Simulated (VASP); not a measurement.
These are PBEsol GGA, VASP's PBE PAW potentials (set 64) (plane waves; VASP) values and carry that method's errors.

Input for VASP

### KPOINTS
```
k-points along high-symmetry lines
10
Line-mode
Reciprocal
  0.000000   0.000000   0.000000 ! GAMMA
  0.500000   0.000000   0.000000 ! M

  0.500000   0.000000   0.000000 ! M
  0.333333   0.333333   0.000000 ! K

  0.333333   0.333333   0.000000 ! K
  0.000000   0.000000   0.000000 ! GAMMA

  0.000000   0.000000   0.000000 ! GAMMA
  0.000000   0.000000   0.500000 ! A

  0.000000   0.000000   0.500000 ! A
  0.500000   0.000000   0.500000 ! L

  0.500000   0.000000   0.500000 ! L
  0.333333   0.333333   0.500000 ! H

  0.333333   0.333333   0.500000 ! H
  0.000000   0.000000   0.500000 ! A

  0.500000   0.000000   0.500000 ! L
  0.500000   0.000000   0.000000 ! M

  0.333333   0.333333   0.500000 ! H
  0.333333   0.333333   0.000000 ! K
```

File POSCAR:
```
Cd4S2Se2
13.7348610
  0.1532648395  -0.2654624834   0.0000000000
  0.1532648395   0.2654624834   0.0000000000
  0.0000000000   0.0000000000   1.0000000122
Cd Se S
4 2 2
Direct
  0.6666670000   0.3333330000   0.2505692036
  0.3333330000   0.6666670000   0.9897283847
  0.6666670000   0.3333330000   0.7501545150
  0.3333330000   0.6666670000   0.5111029232
  0.6666670000   0.3333330000   0.4418444641
  0.3333330000   0.6666670000   0.1816253067
  0.6666670000   0.3333330000   0.9342836242
  0.3333330000   0.6666670000   0.6946915787
```

INCAR:
```
LORBIT = 11
LASPH = .TRUE.   ! aspherical one-centre terms
ENCUT = 400   ! plane-wave cut-off (eV)
ALGO = Normal
LWAVE = .FALSE.
LCHARG = .FALSE.
ICHARG = 11   ! fixed density
GGA = PS
LREAL = .FALSE.
EDIFF = 1E-7   ! SCF stop (eV)
SYSTEM = Cd4S2Se2
ISMEAR = 0
PREC = Accurate
NELM = 100
LMAXMIX = 4   ! l cut-off of mixed one-centre charges
SIGMA = 0.05   ! width (eV)
```

POTCAR, in this order: Cd Se S (PBE.64 set). Program: vasp_std. Read from the step before: CHGCAR.

The resulting files:

### OUTCAR
```
 ion  position               nearest neighbor table
   1  0.667  0.333  0.251-   6 2.61   6 2.61   6 2.61   5 2.63
   2  0.333  0.667  0.990-   7 2.55   7 2.55   7 2.55   6 2.64
   3  0.667  0.333  0.750-   7 2.53   8 2.55   8 2.55   8 2.55
   4  0.333  0.667  0.511-   8 2.52   5 2.61   5 2.61   5 2.61
   5  0.667  0.333  0.442-   4 2.61   4 2.61   4 2.61   1 2.63
   6  0.333  0.667  0.182-   1 2.61   1 2.61   1 2.61   2 2.64
   7  0.667  0.333  0.934-   3 2.53   2 2.55   2 2.55   2 2.55
   8  0.333  0.667  0.695-   4 2.52   3 2.55   3 2.55   3 2.55
  LATTYP: Found a hexagonal cell.
 ALAT       =     4.2101424669
 C/A-ratio  =     3.2623269343
 Subroutine PRICEL returns:
 Original cell was already a primitive cell.
 Subroutine GETGRP returns: Found  6 space group operations
The static configuration has the point symmetry C_3v.
The dynamic configuration has the point symmetry C_3v.
 Subroutine INISYM returns: Found  6 space group operations
   k-points           NKPTS =     90   k-points in BZ     NKDIM =     90   number of bands    NBANDS=     43
   number of dos      NEDOS =    301   number of ions     NIONS =      8
   total plane-waves  NPLWV =  70560
   dimension x,y,z NGX =    28 NGY =   28 NGZ =   90
   dimension x,y,z NGXF=    56 NGYF=   56 NGZF=  180
   ions per type =               4   2   2
   PREC   = accura    normal or accurate (medium, high low for compatibility)
   ISTART =      0    job   : 0-new  1-cont  2-samecut
   ICHARG =     11    charge: 1-file 2-atom 10-const
   ISPIN  =      1    spin polarized calculation?
   LNONCOLLINEAR =      F non collinear calculations
   LSORBIT =      F    spin-orbit coupling
   INIWAV =      1    electr: 0-lowe 1-rand  2-diag
   ENCUT  =  400.0 eV  29.40 Ry    5.42 a.u.   6.87  6.87 22.40*2*pi/ulx,y,z
   NELM   =    100;   NELMIN=  2; NELMDL= -5     # of ELM steps
   EDIFF  = 0.1E-06   stopping-criterion for ELM
   LREAL  =      F    real-space projection
   NLSPLINE    = F    spline interpolate recip. space projectors
   LMAXMIX     =    4 max onsite mixed and CHGCAR
   VOSKOWN=      0    Vosko Wilk Nusair interpolation
   EDIFFG = 0.1E-05   stopping-criterion for IOM
   NSW    =      0    number of steps for IOM
   NBLOCK =      1;   KBLOCK =      1    inner block; outer block
   IBRION =     -1    ionic relax: 0-MD 1-quasi-New 2-CG
   NFREE  =      0    steps in history (QN), initial steepest desc. (CG)
   ISIF   =      2    stress and relaxation
   ISYM   =      2    0-nonsym 1-usesym 2-fastsym
   TEIN   =    0.0    initial temperature
   TEBEG  =    0.0;   TEEND  =   0.0 temperature during run
   SMASS  =  -3.00    Nose mass-parameter (am)
   PSTRESS=    0.0 pullay stress
   NELECT =      72.0000    total number of electrons
   EFERMI =   0.00;   METHOD = LEGACY
   ISMEAR =     0;   SIGMA  =   0.05  broadening in eV -4-tet -1-fermi 0-gaus
   IALGO  =     38    algorithm
   LDIAG  =      T    sub-space diagonalisation (order eigenvalues)
   IMIX   =      4    mixing-type and parameters
     AMIX     =   0.40;   BMIX     =  1.00
     AMIX_MAG =   1.60;   BMIX_MAG =  1.00
     AMIN     =   0.10
   GGA     = PS    functional components
   VOSKOWN =     0    Vosko Wilk Nusair interpolation
   LHFCALC =     F    Hartree Fock is set to
   LHFONE  =     F    Hartree Fock one center treatment
   AEXX    =    0.0000 exact exchange contribution
   IVDW    =     0    specifies the selected vdW correction
   LEPSILON=     F    determine dielectric tensor
   LRPA    =     F    only Hartree local field effects (RPA)
  energy-cutoff  :      400.00
  volume of cell :      210.84
      direct lattice vectors                 reciprocal lattice vectors
     2.105071267 -3.646090310  0.000000000     0.237521650 -0.137133191  0.000000000
     2.105071267  3.646090310  0.000000000     0.237521650  0.137133191  0.000000000
     0.000000000  0.000000000 13.734861167     0.000000000  0.000000000  0.072807434
 k-point     1 :   0.0000 0.0000 0.0000  plane waves:    3825
 k-point     2 :   0.0556 0.0000 0.0000  plane waves:    3820
 k-point     3 :   0.1111 0.0000 0.0000  plane waves:    3810
...
```

### OSZICAR
```
       N       E                     dE             d eps       ncg     rms          rms(c)
DAV:   1     0.442584347929E+03    0.44258E+03   -0.30642E+04  7804   0.124E+03
DAV:   2     0.161735480594E+01   -0.44097E+03   -0.43324E+03  8741   0.339E+02
DAV:   3    -0.240862259726E+02   -0.25704E+02   -0.25552E+02  9010   0.807E+01
DAV:   4    -0.244139613763E+02   -0.32774E+00   -0.32711E+00  8734   0.835E+00
DAV:   5    -0.244196231098E+02   -0.56617E-02   -0.56593E-02  9055   0.101E+00
DAV:   6    -0.244197702261E+02   -0.14712E-03   -0.14710E-03  8793   0.156E-01
DAV:   7    -0.244197758347E+02   -0.56086E-05   -0.56080E-05  9076   0.264E-02
DAV:   8    -0.244197760724E+02   -0.23771E-06   -0.23771E-06  7392   0.489E-03
DAV:   9    -0.244197760845E+02   -0.12108E-07   -0.12196E-07  5936   0.109E-03
   1 F= -.24419776E+02 E0= -.24419776E+02  d E =-.320564E-15
```

OUTCAR:
```
 val. band max:        1.1934303632   @ k =   0.0000   0.0000   0.0000

 cond. band min:       1.8235874722   @ k =   0.0000   0.0000   0.0000



 k-point     1 :       0.0000    0.0000    0.0000
  band No.  band energies     occupation
      1     -11.5009      2.00000
      2     -11.2857      2.00000
      3     -11.2835      2.00000
      4     -11.0654      2.00000
      5      -6.8360      2.00000
      6      -6.8360      2.00000
      7      -6.8023      2.00000
      8      -6.7799      2.00000
      9      -6.7799      2.00000
     10      -6.7069      2.00000
     11      -6.7069      2.00000
     12      -6.6580      2.00000
     13      -6.6580      2.00000
     14      -6.5857      2.00000
     15      -6.5732      2.00000
     16      -6.4296      2.00000
     17      -6.4296      2.00000
     18      -6.3669      2.00000
     19      -6.3669      2.00000
     20      -6.3412      2.00000
     21      -6.3412      2.00000
     22      -6.3059      2.00000
     23      -6.3059      2.00000
     24      -6.0196      2.00000
     25      -3.4588      2.00000
     26      -1.6192      2.00000
     27      -1.6138      2.00000
     28       0.0803      2.00000
     29       0.0803      2.00000
     30       0.4771      2.00000
     31       0.4771      2.00000
     32       0.8019      2.00000
     33       0.8019      2.00000
     34       0.9448      2.00000
     35       1.1934      2.00000
     36       1.1934      2.00000
     37       1.8236      0.00000
     38       3.2739      0.00000
     39       3.5704      0.00000
     40       3.7053      0.00000
     41       6.8575      0.00000
     42       6.9500      0.00000
     43       7.0781      0.00000

 k-point     2 :       0.0556    0.0000    0.0000
  band No.  band energies     occupation
      1     -11.4901      2.00000
      2     -11.2776      2.00000
      3     -11.2752      2.00000
      4     -11.0604      2.00000
      5      -6.8314      2.00000
      6      -6.8308      2.00000
...
```

The density is held fixed in this step, so its total energy and stress have no physical meaning.

The structure was generated: Cd4S2Se2 was put into an ordered model structure (P3m1), which need not be its known phase. It was relaxed first.
